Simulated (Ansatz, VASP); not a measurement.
# Cross-check of LuSe between VASP and Ansatz

Aim: how closely do two programs agree when they are given the same cell, functional and k mesh? The cell is taken from a series of runs on this material, whose earlier steps may have relaxed, scaled, displaced or heated it; both programs get it as it stands.

Method: plane waves, with VASP 6.6.1 beside it; relaxation of cell and atoms at PBEsol, in Ansatz 0.2.0.

## Step 1: Starting point

Symmetry: Fm-3m, No. 225, cubic system. Conventional cell: a = 5.552 Å, b = 5.552 Å, c = 5.552 Å, α = 90.00°, β = 90.00°, γ = 90.00°. Lu has 6 Se at 2.78 Å nearest. Se has 6 Lu at 2.78 Å nearest. Farther neighbours and most contacts between anions are not listed.

As a file:

```cif
data_structure
_symmetry_space_group_name_H-M 'P 1'
_symmetry_Int_Tables_number 1
_cell_length_a 3.9258
_cell_length_b 3.9258
_cell_length_c 3.9258
_cell_angle_alpha 60.000
_cell_angle_beta 60.000
_cell_angle_gamma 60.000
_cell_volume 42.78
loop_
_atom_site_label
_atom_site_type_symbol
_atom_site_fract_x
_atom_site_fract_y
_atom_site_fract_z
_atom_site_occupancy
Lu1 Lu 0.00000 0.00000 0.00000 1
Se2 Se 0.50000 0.50000 0.50000 1
```

## Step 2: VASP: relaxation of cell and atoms, PBEsol

The relaxed volume is the usual yardstick between codes: in a stiff, nearly cubic crystal its relative difference is about their pressure difference at one cell divided by the bulk modulus.

Lines of VASP's logs that name or quote its potential files are left out, and so is its time.

File INCAR:

```
SYSTEM = LuSe
PREC = Accurate
ENCUT = 500
EDIFF = 1E-07
NELM = 120
ISMEAR = 1
SIGMA = 0.2
LREAL = .FALSE.
ALGO = Normal
GGA = PS
NBANDS = 13
LORBIT = 11
LWAVE = .FALSE.
LCHARG = .FALSE.
ISIF = 3
IBRION = 2
NSW = 80
EDIFFG = -0.005
LASPH = .TRUE.
GGA_COMPAT = .FALSE.
NELMIN = 4
KPAR = 2
```

File POSCAR:

```
LuSe
1.0
    0.0000000000      2.7759880000      2.7759880000
    2.7759880000      0.0000000000      2.7759880000
    2.7759880000      2.7759880000      0.0000000000
Lu Se
1 1
Direct
    0.0000000000      0.0000000000      0.0000000000
    0.5000000000      0.5000000000      0.5000000000
```

File KPOINTS:

```
Automatic mesh
0
Gamma
16 16 16
0 0 0
```

PAW data sets: Lu_3 and Se (PBE family, release 64).

On the command line:

```sh
$ mpirun -np 2 vasp_std
```

Numbers of over 12 decimals in the logs are rounded to 6 here.

Output:

```text
[banner, memory and clock lines left out]
running    2 mpi-ranks, on    1 nodes
 distrk:  each k-point on    1 cores,    2 groups
 distr:  one band on    1 cores,    1 groups

 POSCAR found type information on POSCAR LuSe
 POSCAR found :  2 types and       2 ions
|                                                                             |
|               ----> ADVICE to this user running VASP <----                  |
|                                                                             |
|     You enforced a specific xc type in the INCAR file but a different       |
|     [... a line on the potential file left out ...]
|     I HOPE YOU KNOW WHAT YOU ARE DOING!                                     |
|                                                                             |

 LDA part: xc-table for (Slater+PW92), standard interpolation
 POSCAR, INCAR and KPOINTS ok, starting setup
 FFT: planning ... GRIDC
 FFT: planning ... GRID_SOFT
 FFT: planning ... GRID
 WAVECAR not read
 entering main loop
       N       E                     dE             d eps       ncg     rms          rms(c)
DAV:   1     0.488428908164E+02    0.48843E+02   -0.66116E+03  5705   0.114E+03
DAV:   2    -0.963633878205E+01   -0.58479E+02   -0.54471E+02  6464   0.429E+02
DAV:   3    -0.121274162418E+02   -0.24911E+01   -0.24686E+01  5440   0.631E+01
DAV:   4    -0.121441634055E+02   -0.16747E-01   -0.16489E-01  6167   0.344E+00
DAV:   5    -0.121442965270E+02   -0.13312E-03   -0.13306E-03  5219   0.259E-01    0.209E+01
DAV:   6    -0.120663508048E+02    0.77946E-01   -0.16954E-01  6303   0.652E+00    0.131E+01
DAV:   7    -0.120797469036E+02   -0.13396E-01   -0.10177E-01  6313   0.599E+00    0.750E-01
DAV:   8    -0.120742141070E+02    0.55328E-02   -0.23169E-02  6396   0.211E+00    0.121E-01
DAV:   9    -0.120742357347E+02   -0.21628E-04   -0.72685E-04  5420   0.224E-01    0.772E-02
DAV:  10    -0.120742361804E+02   -0.44569E-06   -0.35132E-05  6365   0.619E-02    0.246E-02
DAV:  11    -0.120742351143E+02    0.10662E-05   -0.13304E-05  6359   0.414E-02    0.220E-02
DAV:  12    -0.120742341728E+02    0.94149E-06   -0.22210E-06  6296   0.217E-02    0.291E-03
DAV:  13    -0.120742341414E+02    0.31346E-07   -0.87116E-08  2075   0.382E-03
   1 F= -.12074234E+02 E0= -.12073969E+02  d E =-.120742E+02
 curvature:   0.00 expect dE= 0.000E+00 dE for cont linesearch  0.000E+00
 trial: gam= 0.00000 g(F)=  0.400E-61 g(S)=  0.109E-03 ort = 0.000E+00 (trialstep = 0.100E+01)
 search vector abs. value=  0.109E-03
 bond charge predicted
       N       E                     dE             d eps       ncg     rms          rms(c)
DAV:   1    -0.120746111959E+02   -0.37702E-03   -0.10221E-02  3822   0.285E+00    0.165E-01
DAV:   2    -0.120743515426E+02    0.25965E-03   -0.51336E-04  6343   0.281E-01    0.830E-02
DAV:   3    -0.120742442270E+02    0.10732E-03   -0.26060E-04  6095   0.273E-01    0.285E-02
DAV:   4    -0.120742443470E+02   -0.11997E-06   -0.57664E-06  6095   0.328E-02    0.204E-02
DAV:   5    -0.120742447398E+02   -0.39284E-06   -0.97418E-07  6268   0.274E-02    0.382E-03
DAV:   6    -0.120742447782E+02   -0.38365E-07   -0.31978E-08  2275   0.238E-03
   2 F= -.12074245E+02 E0= -.12073984E+02  d E =-.106367E-04
 trial-energy change:   -0.000011  1 .order   -0.000008   -0.000109    0.000092
 step:   0.5583(harm=  0.5416)  dis= 0.00000  next Energy=   -12.074265 (dE=-0.308E-04)
 bond charge predicted
       N       E                     dE             d eps       ncg     rms          rms(c)
DAV:   1    -0.120743372773E+02   -0.92538E-04   -0.19824E-03  3812   0.126E+00    0.730E-02
DAV:   2    -0.120742868647E+02    0.50413E-04   -0.99853E-05  6354   0.123E-01    0.368E-02
DAV:   3    -0.120742656101E+02    0.21255E-04   -0.50748E-05  6105   0.120E-01    0.125E-02
DAV:   4    -0.120742653706E+02    0.23954E-06   -0.11305E-06  6079   0.145E-02    0.896E-03
DAV:   5    -0.120742650876E+02    0.28297E-06   -0.18288E-07  5920   0.120E-02    0.170E-03
DAV:   6    -0.120742650690E+02    0.18600E-07   -0.72784E-09  2015   0.111E-03
   3 F= -.12074265E+02 E0= -.12074002E+02  d E =-.309276E-04
 curvature:  -0.27 expect dE=-0.131E-07 dE for cont linesearch -0.131E-07
 trial: gam= 0.00000 g(F)=  0.344E-60 g(S)=  0.484E-07 ort =-0.230E-05 (trialstep = 0.912E+00)
 search vector abs. value=  0.485E-07
 reached required accuracy - stopping structural energy minimisation
```

From OUTCAR (step 2):

```text
ion  position               nearest neighbor table
   1  0.000  0.000  0.000-   2 2.78   2 2.78   2 2.78   2 2.78   2 2.78   2 2.78
   2  0.500  0.500  0.500-   1 2.78   1 2.78   1 2.78   1 2.78   1 2.78   1 2.78

  LATTYP: Found a face centered cubic cell.
 ALAT       =     5.5519760000

 Subroutine GETGRP returns: Found 48 space group operations
 (whereof 48 operations were pure point group operations)

The static configuration has the point symmetry O_h .

 Found    145 irreducible k-points:

   k-points           NKPTS =    145   k-points in BZ     NKDIM =    145   number of bands    NBANDS=     13

   dimension x,y,z NGX =    30 NGY =   30 NGZ =   30
   dimension x,y,z NGXF=    60 NGYF=   60 NGZF=   60

   ENCUT  =  500.0 eV  36.75 Ry    6.06 a.u.   7.16  7.16  7.16*2*pi/ulx,y,z

   NELECT =      15.0000    total number of electrons

 k-points in reciprocal lattice and weights: Automatic mesh
   0.00000000  0.00000000  0.00000000       0.000
   0.06250000  0.00000000  0.00000000       0.002
   0.12500000  0.00000000  0.00000000       0.002
   0.18750000  0.00000000  0.00000000       0.002
   0.25000000  0.00000000  0.00000000       0.002
   0.31250000  0.00000000  0.00000000       0.002
   0.37500000  0.00000000  0.00000000       0.002
   0.43750000  0.00000000  0.00000000       0.002
   0.50000000  0.00000000  0.00000000       0.001
[...]
-0.31250000  0.50000000  0.18750000       0.003
  -0.25000000  0.50000000  0.25000000       0.001

 average (electrostatic) potential at core
       1 -30.0637       2 -53.6542

 E-fermi :   6.1866

 k-point     1 :       0.0000    0.0000    0.0000
  band No.  band energies     occupation
    ...
      6       3.0938      2.00000
      7       3.0938      2.00000
      8       5.9662      2.06545
      9       5.9662      2.06545
     10       5.9662      2.06545
     11       6.5570     -0.02504
     12       6.9141     -0.00000
     13       6.9141     -0.00000

 k-point     2 :       0.0625    0.0000    0.0000
  band No.  band energies     occupation
    ...
      6       2.9445      2.00000
      7       2.9445      2.00000
      8       6.0237      1.98743
      9       6.0574      1.87909
     10       6.0574      1.87909
     11       6.9063     -0.00000
     12       7.1244     -0.00000
     13       7.1244     -0.00000

 k-point     3 :       0.1250    0.0000    0.0000
  band No.  band energies     occupation
    ...
      4      -9.5612      2.00000
      5       1.9251      2.00000
      6       2.5894      2.00000
      7       2.5894      2.00000
      8       6.0708      1.82095
      9       6.2911      0.23536
     10       6.2911      0.23536
     11       7.6985     -0.00000
     12       7.6985     -0.00000
     13       7.7742     -0.00000

  Total        0.0008182      0.0008182      0.0008182     -0.0000000     -0.0000000      0.0000000
  in kB        0.0306879      0.0306879      0.0306879     -0.0000000     -0.0000000      0.0000000
  external PRESSURE =       0.0306879 kB  Pullay stress =       0.0000000 kB

  energy-cutoff  :      500.00
  volume of cell :       42.72
      direct lattice vectors                 reciprocal lattice vectors
    -0.000000000  2.774537200  2.774537200    -0.180210235  0.180210235  0.180210235
     2.774537200  0.000000000  2.774537200     0.180210235 -0.180210235  0.180210235
     2.774537200  2.774537200  0.000000000     0.180210235  0.180210235 -0.180210235

 POSITION                                       TOTAL-FORCE (eV/Angst)
 -----------------------------------------------------------------------------------
      0.00000      0.00000      0.00000         0.000000      0.000000     -0.000000
      2.77454      2.77454      2.77454        -0.000000     -0.000000      0.000000
 -----------------------------------------------------------------------------------
    total drift:                               -0.000000      0.000000      0.000000

  FREE ENERGIE OF THE ION-ELECTRON SYSTEM (eV)
  ---------------------------------------------------
  free  energy   TOTEN  =       -12.0742650690 eV

  energy  without entropy=      -12.0734762016  energy(sigma->0) =      -12.07400211

 reached required accuracy - stopping structural energy minimisation

 total charge
# of ion       s       p       d       tot
------------------------------------------
    1        0.320   6.527   1.209   8.056
    2        1.427   2.498   0.057   3.982
--------------------------------------------------
tot          1.747   9.025   1.265  12.038

[... 3 further parts left out ...]
```

CONTCAR:

```
LuSe
   1.00000000000000
    -0.0000000000000000    2.7745372002018409    2.7745372002018409
     2.7745372002018409    0.0000000000000000    2.7745372002018409
     2.7745372002018409    2.7745372002018409    0.0000000000000000
  Lu              Se
     1     1
Direct
     0.0000000000000000    0.0000000000000000    0.0000000000000000
     0.5000000000000000    0.5000000000000000    0.5000000000000000
```

The data set Lu_3 holds the 4f electrons frozen in the core, so no f bands or f moments appear. This run has no spin polarisation. Its electron count is odd, so without a moment it is a metal by construction. The PAW data sets were made with PBE, which is usual practice but a small mismatch for other functionals. The run keeps the 48 symmetry operations of its start, so it cannot find a distortion of lower symmetry.

[end of part 1 of 2]

[Lines on the potential files, build, host, timing and source positions are cut from VASP's logs without a mark.]

[Logs are printed without paths, hosts, clocks, repeated set-up lines and the standing remarks that a program may print on its own settings, such as how far it seeks lower states.]

[Hosts, paths, dates, database ids (printed as entryN), source tags and the programs' standing remarks are cut or masked in the printed files.]
